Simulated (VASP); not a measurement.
Input:

```xyz
64
Lattice="11.0671 0.0000 0.0000 0.0000 11.0671 0.0000 0.0000 0.0000 11.0671" Properties=species:S:1:pos:R:3 pbc="T T T"
Ga     5.5335     0.0033     0.0032
Ga     8.3050     2.7593     0.0199
Ga     8.3055     0.0151     2.7637
Ga     0.0004     0.0005    11.0664
Ga     2.7643     2.7637    11.0548
Ga     5.5334     5.5333     0.0026
Ga     8.3046     8.3053    11.0511
Ga     2.7640    11.0562     2.7636
Ga     5.5191     2.7783     2.7794
Ga     8.2937     5.5523     2.7765
Ga     5.5339     0.0014     5.5328
Ga     8.2950     2.7745     5.5521
Ga     8.3043    11.0501     8.3039
Ga    11.0659     5.5334     0.0031
Ga     2.7610     8.3068     0.0190
Ga    11.0537     2.7632     2.7623
Ga     2.7754     5.5186     2.7758
Ga     5.5517     8.2947     2.7748
Ga    11.0644     0.0002     5.5329
Ga     2.7749     2.7756     5.5192
Ga     8.2890     8.2889     5.5208
Ga     2.7621     0.0155     8.3048
Ga     5.5520     2.7718     8.2959
Ga     8.2958     5.5121     8.2984
Ga     0.0149     8.3067     2.7637
Ga     0.0014     5.5335     5.5326
Ga     2.7722     8.2970     5.5509
Ga     0.0181     2.7596     8.3057
Ga     2.7698     5.5551     8.2971
Ga     5.5138     8.2960     8.2981
Ga    11.0489     8.3066     8.3033
P      6.9116     1.3975     1.4022
P      9.6691     4.1555     1.3999
P      9.6705     1.3988     4.1545
P      1.3839     1.3843     1.3833
P      4.1489     4.1483     1.3824
P      6.9205     6.9206     1.3789
P      9.6835     9.6843     1.3832
P      4.1484     1.3821     4.1489
P      6.8693     4.2011     4.2020
P      9.6888     6.9218     4.1492
P      6.9210     1.3777     6.9202
P      9.6913     4.1469     6.9212
P      9.6828     1.3821     9.6835
P      1.3971     6.9122     1.3998
P      4.1553     9.6721     1.3992
P      1.3803     4.1478     4.1475
P      4.1979     6.8715     4.1999
P      6.9210     9.6877     4.1494
P      1.3969     1.3954     6.9112
P      4.1958     4.1984     6.8752
P      6.8679     6.8681     6.8780
P      9.6679     9.6688     6.9111
P      4.1541     1.3972     9.6722
P      6.9205     4.1445     9.6928
P      9.6706     6.9124     9.6708
P      1.3970     9.6730     4.1545
P      1.3771     6.9224     6.9195
P      4.1477     9.6899     6.9203
P      1.3968     4.1549     9.6738
P      4.1456     6.9209     9.6925
P      6.9117     9.6718     9.6720
P      1.3825     9.6835     9.6827
Si     5.5307     5.5359     5.5383
```

Calculation: HSE06 screened hybrid, VASP's PBE PAW potentials (set 64) (plane waves; VASP 6.6.1). Run with PREC = Normal, LREAL = Auto, ISYM = 0, EDIFF = 1E-5, 400 eV cut-off, 1×1×1 Γ-centred mesh, Gaussian smearing of 0.050 eV, potentials Ga P Si. Starting moments (MAGMOM): 64*0.0156. The cell's moment is fixed (NUPDOWN = 1).

The supercell is sampled at Γ alone, which is coarse: total energies, pressure and levels can be off, energies of defects by several tenths of an eV.

Task: Predict the cell moment, energy per atom (σ→0).

Result: 
The cell moment is 1.00 μB and the energy per atom (σ→0) comes out as -5.369 eV/atom.

Task: Give the moment on each site (PAW-sphere projection).

Result: 
| site | moment (μB) |
|---|---|
| Ga1 | 0.06 |
| Ga2 | 0.00 |
| Ga3 | 0.00 |
| Ga4 | 0.01 |
| Ga5 | 0.00 |
| Ga6 | 0.00 |
| Ga7 | 0.00 |
| Ga8 | 0.00 |
| Ga9 | 0.01 |
| Ga10 | 0.01 |
| Ga11 | 0.00 |
| Ga12 | 0.01 |
| Ga13 | 0.00 |
| Ga14 | 0.06 |
| Ga15 | 0.00 |
| Ga16 | 0.00 |
| Ga17 | 0.01 |
| Ga18 | 0.01 |
| Ga19 | 0.06 |
| Ga20 | 0.01 |
| Ga21 | 0.01 |
| Ga22 | 0.00 |
| Ga23 | 0.01 |
| Ga24 | 0.01 |
| Ga25 | 0.00 |
| Ga26 | 0.00 |
| Ga27 | 0.01 |
| Ga28 | 0.00 |
| Ga29 | 0.01 |
| Ga30 | 0.01 |
| Ga31 | 0.00 |
| P32 | 0.01 |
| P33 | 0.01 |
| P34 | 0.01 |
| P35 | 0.00 |
| P36 | 0.00 |
| P37 | 0.00 |
| P38 | 0.00 |
| P39 | 0.00 |
| P40 | 0.02 |
| P41 | 0.00 |
| P42 | 0.00 |
| P43 | 0.00 |
| P44 | 0.00 |
| P45 | 0.01 |
| P46 | 0.01 |
| P47 | 0.00 |
| P48 | 0.02 |
| P49 | 0.00 |
| P50 | 0.01 |
| P51 | 0.02 |
| P52 | 0.02 |
| P53 | 0.01 |
| P54 | 0.01 |
| P55 | 0.00 |
| P56 | 0.01 |
| P57 | 0.01 |
| P58 | 0.00 |
| P59 | 0.00 |
| P60 | 0.01 |
| P61 | 0.00 |
| P62 | 0.01 |
| P63 | 0.00 |
| Si64 | 0.09 |

Total energies compare only between runs with the same potentials, cut-off and functional.

The cell is a supercell with a defect, built from GaP (zinc blende): Si_Ga. The cell's shape comes from a PBE relaxation.
